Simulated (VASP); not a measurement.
# MoS2: excitons from the Bethe-Salpeter equation

What does the electron-hole attraction do to the spectrum of MoS2? The cell has space group P6_3/mmc. The start is a cell from a database of measured crystal structures.

Program: VASP 6.6.1. Level of theory: PBE, no spin polarisation; plane waves and PAW (Mo_sv_GW, S_GW), in the first sound run; inputs show where later runs differ. Results are calculated unless marked as measured.

The database entry behind the starting cell differs from later determinations by our own check (about 0.3 % long), so it need not match the best structure at ambient conditions.

**1. Starting point**

It takes space group P6_3/mmc (No. 194, hexagonal). Conventional cell: a = 3.169 Å, b = 3.169 Å, c = 12.324 Å, α = 90.00°, β = 90.00°, γ = 120.00°. Nearest to Mo lie 6 S at 2.41 Å. S has 3 Mo at 2.41 Å nearest. Farther neighbours and most contacts between anions are not listed.

**2. Ground state**

The orbitals come from a self-consistent PBE run with a tight EDIFF and a narrow smearing. KPOINTS_OPT adds the bands along a path, which shows whether the mesh holds the band edges.

Input file INCAR:

```
SYSTEM = MoS2
PREC = Accurate
ENCUT = 370
EDIFF = 1E-08
NELM = 100
ISMEAR = 0
SIGMA = 0.01
LREAL = .FALSE.
ALGO = Normal
GGA = PE
NBANDS = 32
LORBIT = 11
LWAVE = .TRUE.
LCHARG = .FALSE.
KPAR = 8
```

Input file POSCAR:

```
MoS2
1.0
    3.1690000000      0.0000000000      0.0000000000
   -1.5845000000      2.7444345046      0.0000000000
    0.0000000000      0.0000000000     12.3240000000
Mo S
2 4
Direct
    0.3333333333      0.6666666667      0.2500000000
    0.6666666667      0.3333333333      0.7500000000
    0.3333333333      0.6666666667      0.6230000000
    0.6666666667      0.3333333333      0.1230000000
    0.3333333333      0.6666666667      0.8770000000
    0.6666666667      0.3333333333      0.3770000000
```

Input file KPOINTS:

```
Automatic mesh
0
Gamma
6 6 2
0 0 0
```

Input file KPOINTS_OPT:

```
Line mode
12
Line-mode
Reciprocal
  0.00000000   0.00000000   0.00000000 GAMMA
  0.50000000   0.00000000   0.00000000 M

  0.50000000   0.00000000   0.00000000 M
  0.33333333   0.33333333   0.00000000 K

  0.33333333   0.33333333   0.00000000 K
  0.00000000   0.00000000   0.00000000 GAMMA

  0.00000000   0.00000000   0.00000000 GAMMA
  0.00000000   0.00000000   0.50000000 A

  0.00000000   0.00000000   0.50000000 A
  0.50000000   0.00000000   0.50000000 L

  0.50000000   0.00000000   0.50000000 L
  0.33333333   0.33333333   0.50000000 H

  0.33333333   0.33333333   0.50000000 H
  0.00000000   0.00000000   0.50000000 A

  0.50000000   0.00000000   0.50000000 L
  0.50000000   0.00000000   0.00000000 M

  0.33333333   0.33333333   0.00000000 K
  0.33333333   0.33333333   0.50000000 H
```

Potentials, in the order of the species: Mo_sv_GW and S_GW (PBE family, release 64).

On the command line:

```bash
$ mpirun -np 8 vasp_std
```

The program printed:

```text
[banner, memory and clock lines left out]
running    8 mpi-ranks, on    1 nodes
 distrk:  each k-point on    1 cores,    8 groups
 distr:  one band on    1 cores,    1 groups

 POSCAR found type information on POSCAR MoS
 POSCAR found :  2 types and       6 ions
|                                                                             |
|           W    W    AA    RRRRR   N    N  II  N    N   GGGG   !!!           |
|           W    W   A  A   R    R  NN   N  II  NN   N  G    G  !!!           |
|           W    W  A    A  R    R  N N  N  II  N N  N  G       !!!           |
|           W WW W  AAAAAA  RRRRR   N  N N  II  N  N N  G  GGG   !            |
|           WW  WW  A    A  R   R   N   NN  II  N   NN  G    G                |
|           W    W  A    A  R    R  N    N  II  N    N   GGGG   !!!           |
|                                                                             |
|     For optimal performance we recommend to set                             |
|       NCORE = 2 up to number-of-cores-per-socket                            |
|     NCORE specifies how many cores store one orbital (NPAR=cpu/NCORE).      |
|     This setting can greatly improve the performance of VASP for DFT.       |
|     The default, NCORE=1 might be grossly inefficient on modern             |
|     multi-core architectures or massively parallel machines. Do your        |
|     Unfortunately you need to use the default for GW and RPA                |
|     calculations (for HF NCORE is supported but not extensively tested      |
|     yet).                                                                   |
|                                                                             |

 LDA part: xc-table for (Slater+PW92), standard interpolation
 POSCAR, INCAR and KPOINTS ok, starting setup
 FFT: planning ... GRIDC
 FFT: planning ... GRID_SOFT
 FFT: planning ... GRID
 WAVECAR not read
 entering main loop
       N       E                     dE             d eps       ncg     rms          rms(c)
DAV:   1     0.364523986195E+03    0.36452E+03   -0.24615E+04  1040   0.122E+03
DAV:   2    -0.210596738546E+02   -0.38558E+03   -0.37773E+03  1352   0.507E+02
DAV:   3    -0.507458556831E+02   -0.29686E+02   -0.29492E+02  1304   0.124E+02
DAV:   4    -0.521247699948E+02   -0.13789E+01   -0.13744E+01  1448   0.301E+01
DAV:   5    -0.521948213374E+02   -0.70051E-01   -0.69963E-01  1520   0.595E+00    0.147E+01
DAV:   6    -0.466273783252E+02    0.55674E+01   -0.51265E+01  1560   0.477E+01    0.728E+00
DAV:   7    -0.451562434575E+02    0.14711E+01   -0.10949E+01  1616   0.232E+01    0.385E+00
DAV:   8    -0.450969068564E+02    0.59337E-01   -0.67564E-01  1368   0.543E+00    0.987E-01
DAV:   9    -0.451029266592E+02   -0.60198E-02   -0.70885E-02  1528   0.160E+00    0.441E-01
DAV:  10    -0.451012810503E+02    0.16456E-02   -0.16603E-02  1560   0.108E+00    0.162E-01
DAV:  11    -0.451011503760E+02    0.13067E-03   -0.33027E-03  1488   0.480E-01    0.712E-02
DAV:  12    -0.451010384384E+02    0.11194E-03   -0.63335E-04  1512   0.185E-01    0.117E-02
DAV:  13    -0.451010471598E+02   -0.87214E-05   -0.53754E-05  1272   0.382E-02    0.903E-03
DAV:  14    -0.451010469232E+02    0.23659E-06   -0.49320E-06  1400   0.176E-02    0.229E-03
DAV:  15    -0.451010471852E+02   -0.26199E-06   -0.77850E-07  1248   0.453E-03    0.705E-04
DAV:  16    -0.451010473035E+02   -0.11833E-06   -0.71522E-08  1096   0.157E-03    0.321E-04
DAV:  17    -0.451010473273E+02   -0.23852E-07   -0.51934E-09   784   0.632E-04    0.893E-05
DAV:  18    -0.451010473632E+02   -0.35885E-07   -0.29272E-09   784   0.491E-04    0.393E-05
DAV:  19    -0.451010473575E+02    0.57516E-08   -0.99858E-10   776   0.343E-04
   1 F= -.45101047E+02 E0= -.45101047E+02  d E =-.948862E-22
 Start KPOINTS_OPT (optional k-point list driver)
k-point batch [1-14\108]
       N       E                     dE             ncg
DAV:   1    -0.639746567237E+03   -0.13013E+05     1024
DAV:   2    -0.631822954222E+04   -0.56785E+04     1288
DAV:   3    -0.680017166047E+04   -0.48194E+03     1328
DAV:   4    -0.682475968171E+04   -0.24588E+02     1512
DAV:   5    -0.682600137071E+04   -0.12417E+01     1496
DAV:   6    -0.682609110555E+04   -0.89735E-01     1552
DAV:   7    -0.682609915448E+04   -0.80489E-02     1464
DAV:   8    -0.682610014250E+04   -0.98802E-03     1528
DAV:   9    -0.682610031447E+04   -0.17197E-03     1496
DAV:  10    -0.682610034348E+04   -0.29012E-04     1440
DAV:  11    -0.682610034730E+04   -0.38191E-05     1040
DAV:  12    -0.682610034785E+04   -0.54946E-06      824
DAV:  13    -0.682610034794E+04   -0.94312E-07      784
DAV:  14    -0.682610034796E+04   -0.17038E-07      784
DAV:  15    -0.682610034796E+04   -0.44547E-08      784
[...]
k-point batch [99-108\108]
       N       E                     dE             ncg
DAV:   1     0.590627573996E+04   -0.19651E+05      728
DAV:   2     0.226196509571E+04   -0.36443E+04      952
DAV:   3     0.198229144401E+04   -0.27967E+03      888
DAV:   4     0.196529012118E+04   -0.17001E+02     1064
DAV:   5     0.196459454557E+04   -0.69558E+00     1064
DAV:   6     0.196455606497E+04   -0.38481E-01     1080
DAV:   7     0.196455268591E+04   -0.33791E-02     1000
DAV:   8     0.196455233661E+04   -0.34930E-03     1080
DAV:   9     0.196455230235E+04   -0.34266E-04     1008
DAV:  10     0.196455229836E+04   -0.39831E-05      888
DAV:  11     0.196455229785E+04   -0.51165E-06      688
DAV:  12     0.196455229781E+04   -0.36596E-07      632
DAV:  13     0.196455229781E+04   -0.31887E-08      568
 writing wavefunctions
```

The job ended after 32 s (8 MPI ranks of Intel Xeon Platinum 8488C (Sapphire Rapids), shared host; peak memory 1.8 GiB; 4.2 min of CPU time).

The logs omit lines about the potential files and the build; timing stands in the text.

Parts of OUTCAR (step 2):

```text
ion  position               nearest neighbor table
   1  0.333  0.667  0.250-   4 2.41   6 2.41   4 2.41   6 2.41   4 2.41   6 2.41
   2  0.667  0.333  0.750-   3 2.41   5 2.41   3 2.41   5 2.41   3 2.41   5 2.41
   3  0.333  0.667  0.623-   2 2.41   2 2.41   2 2.41
   4  0.667  0.333  0.123-   1 2.41   1 2.41   1 2.41
   5  0.333  0.667  0.877-   2 2.41   2 2.41   2 2.41
   6  0.667  0.333  0.377-   1 2.41   1 2.41   1 2.41

  LATTYP: Found a hexagonal cell.
 ALAT       =     3.1690000000
 C/A-ratio  =     3.8889239508

 Subroutine GETGRP returns: Found 24 space group operations
 (whereof 12 operations were pure point group operations)

The static configuration has the point symmetry D_3d.
 The point group associated with its full space group is D_6h.

 Found     14 irreducible k-points:

   k-points           NKPTS =     14   k-points in BZ     NKDIM =     14   number of bands    NBANDS=     32

   dimension x,y,z NGX =    20 NGY =   20 NGZ =   80
   dimension x,y,z NGXF=    40 NGYF=   40 NGZF=  160

   ENCUT  =  370.0 eV  27.19 Ry    5.21 a.u.   4.97  4.97 19.33*2*pi/ulx,y,z

   NELECT =      52.0000    total number of electrons

 k-points in reciprocal lattice and weights: Automatic mesh
   0.00000000  0.00000000  0.00000000       0.014
   0.16666667 -0.00000000  0.00000000       0.083
   0.33333333 -0.00000000  0.00000000       0.083
   0.50000000 -0.00000000  0.00000000       0.042
   0.16666667  0.16666667  0.00000000       0.083
   0.33333333  0.16666667  0.00000000       0.167
   0.33333333  0.33333333  0.00000000       0.028
   0.00000000  0.00000000  0.50000000       0.014
   0.16666667 -0.00000000  0.50000000       0.083
[...]
0.33333333  0.16666667  0.50000000       0.167
   0.33333333  0.33333333  0.50000000       0.028

 average (electrostatic) potential at core
       1 -99.9678       2 -99.9678       3 -87.7900       4 -87.7900       5 -87.7900
       6 -87.7900

 E-fermi :   7.5311

 k-point     1 :       0.0000    0.0000    0.0000
  band No.  band energies     occupation
    ...
     22       5.3314      2.00000
     23       5.3314      2.00000
     24       6.2794      2.00000
     25       6.3184      2.00000
     26       7.4669      2.00000
     27       9.5577      0.00000
     28       9.5644      0.00000
     29       9.5847      0.00000
     30       9.5874      0.00000
     31       9.7318      0.00000
    ...

 k-point     2 :       0.1667   -0.0000    0.0000
  band No.  band energies     occupation
    ...
     22       4.7821      2.00000
     23       5.4056      2.00000
     24       6.2787      2.00000
     25       6.3000      2.00000
     26       6.6945      2.00000
     27       8.9511      0.00000
     28       9.3144      0.00000
     29       9.3230      0.00000
     30       9.5195      0.00000
     31       9.5353      0.00000
    ...

 k-point     3 :       0.3333   -0.0000    0.0000
  band No.  band energies     occupation
    ...
     22       5.3889      2.00000
     23       5.4231      2.00000
     24       5.5065      2.00000
     25       5.6672      2.00000
     26       5.9236      2.00000
     27       8.8543      0.00000
     28       8.9523      0.00000
     29       9.1079      0.00000
     30       9.5660      0.00000
     31       9.9165      0.00000
    ...

  Total        1.2049336      1.2049336      1.5368826      0.0000000      0.0000000      0.0000000
  in kB       18.0113764     18.0113764     22.9733572      0.0000000      0.0000000      0.0000000
  external PRESSURE =      19.6653700 kB  Pullay stress =       0.0000000 kB

  energy-cutoff  :      370.00
  volume of cell :      107.18
      direct lattice vectors                 reciprocal lattice vectors
     3.169000000  0.000000000  0.000000000     0.315556958  0.182186895  0.000000000
    -1.584500000  2.744434505  0.000000000     0.000000000  0.364373789  0.000000000
     0.000000000  0.000000000 12.324000000     0.000000000  0.000000000  0.081142486

 POSITION                                       TOTAL-FORCE (eV/Angst)
 -----------------------------------------------------------------------------------
     -0.00000      1.82962      3.08100         0.000000      0.000000      0.000000
      1.58450      0.91481      9.24300        -0.000000     -0.000000      0.000000
     -0.00000      1.82962      7.67785        -0.000000      0.000000      0.032641
      1.58450      0.91481      1.51585         0.000000     -0.000000      0.032641
     -0.00000      1.82962     10.80815        -0.000000      0.000000     -0.032641
      1.58450      0.91481      4.64615         0.000000     -0.000000     -0.032641
 -----------------------------------------------------------------------------------
    total drift:                               -0.000000      0.000000     -0.000000

  FREE ENERGIE OF THE ION-ELECTRON SYSTEM (eV)
  ---------------------------------------------------
  free  energy   TOTEN  =       -45.1010473575 eV

  energy  without entropy=      -45.1010473575  energy(sigma->0) =      -45.10104736

 total charge
# of ion       s       p       d       f       tot
--------------------------------------------------
    1        2.108   6.046   3.046   0.029  11.228
    2        2.108   6.046   3.046   0.029  11.228
    3        1.355   2.302   0.071   0.000   3.728
    4        1.355   2.302   0.071   0.000   3.728
    5        1.355   2.302   0.071   0.000   3.728
    6        1.355   2.302   0.071   0.000   3.728
--------------------------------------------------
tot          9.637  21.300   6.373   0.058  37.368

[... 3 further parts left out ...]
```

This step gave:

| Quantity | Value |
| --- | --- |
| free energy (TOTEN) | -45.10 eV |
| Fermi energy | 7.531 eV |
| pressure | 1.967 GPa |
| least gap on mesh and path | 0.8725 eV |
| least direct gap on mesh and path | 1.655 eV |

The highest empty bands on the path are converged less tightly, to about 0.1 eV. Electronic bands along the path, in eV, zero at the valence-band top; v1 is the highest filled band, c1 the lowest empty one:

```
          point     v4     v3     v2     v1    c1    c2    c3    c4
              Γ  -2.14  -1.19  -1.15   0.00  2.09  2.10  2.12  2.17
0.45 of the way  -2.23  -1.48  -1.37  -1.24  1.23  1.65  1.87  1.98
              M  -1.74  -1.54  -1.40  -1.28  1.60  1.64  1.99  2.25
0.45 of the way  -2.74  -2.34  -1.12  -0.94  1.48  1.60  2.23  2.43
              K  -2.70  -2.70  -0.77  -0.61  1.05  1.05  1.84  2.83
0.45 of the way  -1.83  -1.75  -1.49  -1.47  0.87  1.65  1.76  1.85
              Γ  -2.14  -1.19  -1.15   0.00  2.09  2.09  2.12  2.12
0.55 of the way  -2.14  -1.90  -0.59  -0.08  2.09  2.09  2.11  2.11
              A  -2.16  -2.16  -0.27  -0.27  2.10  2.10  2.10  2.20
0.55 of the way  -2.15  -2.15  -1.49  -1.49  1.56  1.56  1.63  1.63
              L  -1.64  -1.64  -1.33  -1.33  1.62  1.62  2.13  2.14
0.45 of the way  -2.58  -2.58  -1.02  -1.02  1.54  1.54  2.29  2.29
              H  -2.87  -2.87  -0.70  -0.70  1.05  1.05  2.30  2.30
0.55 of the way  -1.70  -1.70  -1.40  -1.40  1.26  1.26  1.79  1.79
              A  -2.16  -2.16  -0.27  -0.27  2.10  2.10  2.10  2.16
      jump to L  -1.64  -1.64  -1.33  -1.33  1.62  1.62  2.13  2.13
0.45 of the way  -1.70  -1.57  -1.38  -1.29  1.60  1.63  2.05  2.22
              M  -1.74  -1.54  -1.40  -1.28  1.60  1.64  1.99  2.25
      jump to K  -2.70  -2.70  -0.77  -0.61  1.05  1.05  1.84  2.83
0.45 of the way  -2.76  -2.76  -0.75  -0.63  1.05  1.05  1.94  2.71
              H  -2.87  -2.87  -0.70  -0.70  1.05  1.05  2.30  2.30
```

Of the projections kept (Mo, S), the largest for each band there; the rest of the weight can lie on other orbitals:

```
point       v4       v3       v2       v1       c1       c2       c3       c4
    Γ  Mo 0.56   S 0.95  Mo 0.80  Mo 0.65   S 0.54   S 0.54   S 0.56   S 0.57
    M   S 0.87   S 0.85  Mo 0.57  Mo 0.66  Mo 0.95  Mo 0.94  Mo 0.90  Mo 0.89
    K   S 0.71   S 0.71  Mo 0.83  Mo 0.80  Mo 0.90  Mo 0.90  Mo 0.70  Mo 0.76
    Γ  Mo 0.56   S 0.95  Mo 0.80  Mo 0.65   S 0.54   S 0.54   S 0.56   S 0.56
    A  Mo 0.55  Mo 0.55  Mo 0.59  Mo 0.59   S 0.55   S 0.55   S 0.55   S 0.59
    L   S 0.86   S 0.86  Mo 0.62  Mo 0.62  Mo 0.95  Mo 0.95  Mo 0.89  Mo 0.89
```

The cell has a gap of 0.872 eV on mesh and path. Spin-orbit coupling is left out, which can shift or reorder these edges.

**3. Empty bands**

The next step needs empty bands that the ground-state run didn't converge, so the Hamiltonian is diagonalised exactly for NBANDS bands, in a single step. LOPTICS writes the k-derivatives of the orbitals (WAVEDER), which give the long-wavelength limit of the screening.

Input file INCAR:

```
SYSTEM = MoS2
PREC = Accurate
ENCUT = 370
ISMEAR = 0
SIGMA = 0.01
LREAL = .FALSE.
GGA = PE
NBANDS = 248
ALGO = Exact
NELM = 1
LWAVE = .TRUE.
LCHARG = .FALSE.
LOPTICS = .TRUE.
NEDOS = 1000
CSHIFT = 0.1
```

POSCAR is that of step 2.

KPOINTS is that of step 2.

On the command line:

```bash
$ mpirun -np 8 vasp_std
```

The program printed:

```text
[banner, memory and clock lines left out]
running    8 mpi-ranks, on    1 nodes
 distrk:  each k-point on    8 cores,    1 groups
 distr:  one band on    1 cores,    8 groups

 POSCAR found type information on POSCAR MoS
 POSCAR found :  2 types and       6 ions
 [... a notice as in an earlier step ...]

 LDA part: xc-table for (Slater+PW92), standard interpolation
 found WAVECAR, reading the header
  number of bands has changed, file:    32 present:   248
  trying to continue reading WAVECAR, but it might fail
 POSCAR, INCAR and KPOINTS ok, starting setup
 FFT: planning ... GRIDC
 FFT: planning ... GRID_SOFT
 FFT: planning ... GRID
 reading WAVECAR
 random initialization beyond band           32
 the WAVECAR file was read successfully
 initial charge from wavefunction
 entering main loop
       N       E                     dE             d eps       ncg     rms          rms(c)
DIA:   1    -0.451010473512E+02   -0.45101E+02    0.00000E+00     0   0.000E+00
   1 F= -.45101047E+02 E0= -.45101047E+02  d E =-.247823E-27
 writing wavefunctions
 optical routines
 imaginary and real dielectric function
 recalculating local potential from charge density
 direction            1
 direction            2
 direction            3
```

Run time: 22 s. Hardware: 8 MPI ranks; peak memory 2.3 GiB.

OUTCAR, selected parts (step 3):

```text
 Found     14 irreducible k-points:

   k-points           NKPTS =     14   k-points in BZ     NKDIM =     14   number of bands    NBANDS=    248

   NELECT =      52.0000    total number of electrons

 E-fermi :   7.5405

 k-point     1 :       0.0000    0.0000    0.0000
  band No.  band energies     occupation
    ...
     22       5.3314      2.00000
     23       5.3314      2.00000
     24       6.2794      2.00000
     25       6.3184      2.00000
     26       7.4669      2.00000
     27       9.5569      0.00000
     28       9.5569      0.00000
     29       9.5846      0.00000
     30       9.5846      0.00000
     31       9.7254      0.00000
    ...

 k-point     2 :       0.1667   -0.0000    0.0000
  band No.  band energies     occupation
    ...
     22       4.7821      2.00000
     23       5.4056      2.00000
     24       6.2787      2.00000
     25       6.3000      2.00000
     26       6.6946      2.00000
     27       8.9511      0.00000
     28       9.3144      0.00000
     29       9.3229      0.00000
     30       9.5195      0.00000
     31       9.5344      0.00000
    ...

  Total        1.2046295      1.2046295      1.5359562      0.0000000      0.0000000     -0.0000000
  in kB       18.0068306     18.0068306     22.9595094      0.0000000      0.0000000     -0.0000000
  external PRESSURE =      19.6577236 kB  Pullay stress =       0.0000000 kB

 POSITION                                       TOTAL-FORCE (eV/Angst)
 -----------------------------------------------------------------------------------
     -0.00000      1.82962      3.08100         0.000000      0.000000      0.000000
      1.58450      0.91481      9.24300        -0.000000     -0.000000      0.000000
     -0.00000      1.82962      7.67785        -0.000000     -0.000000      0.032613
      1.58450      0.91481      1.51585        -0.000000      0.000000      0.032613
     -0.00000      1.82962     10.80815         0.000000     -0.000000     -0.032613
      1.58450      0.91481      4.64615         0.000000     -0.000000     -0.032613
 -----------------------------------------------------------------------------------
    total drift:                               -0.000000      0.000000     -0.000000

  FREE ENERGIE OF THE ION-ELECTRON SYSTEM (eV)
  ---------------------------------------------------
  free  energy   TOTEN  =       -45.1010473512 eV

  energy  without entropy=      -45.1010473512  energy(sigma->0) =      -45.10104735

 plasma frequency squared (from intraband transitions) (eV^2)
  --------------------------------------------------------------------------------------
       0.000       0.000       0.000
       0.000       0.000       0.000
      -0.000       0.000       0.000

[... 10 parts as in an earlier step ...]

[... 3 further parts left out ...]
```

The gap is read on the k-mesh alone, so it is an upper bound where the band edges lie off the mesh.

A gap read on the k-mesh alone can miss the band edges.

Numbers from this step:

```
gap on the k-mesh              : 0.8817 eV
least direct gap on the k-mesh : 1.655 eV
```

WAVECAR now holds 248 bands for 52 electrons. Its independent-particle dielectric tensor has xx, yy, zz = 16.6, 16.6, 10.0 on this mesh, which isn't tested for convergence in mesh or bands and lacks local fields.

(Part 1 of 3 ends here.)

[Lines on the potential files, build, host, timing and source positions are cut from VASP's logs without a mark.]

[Logs are printed without paths, hosts, clocks, repeated set-up lines and the standing remarks that a program may print on its own settings, such as how far it seeks lower states.]

[Hosts, paths, dates, database ids (printed as entryN), source tags and the programs' standing remarks are cut or masked in the printed files.]

[Pressures printed for these runs are not shown converged in the cutoff: they can be off by several GPa and have the wrong sign.]
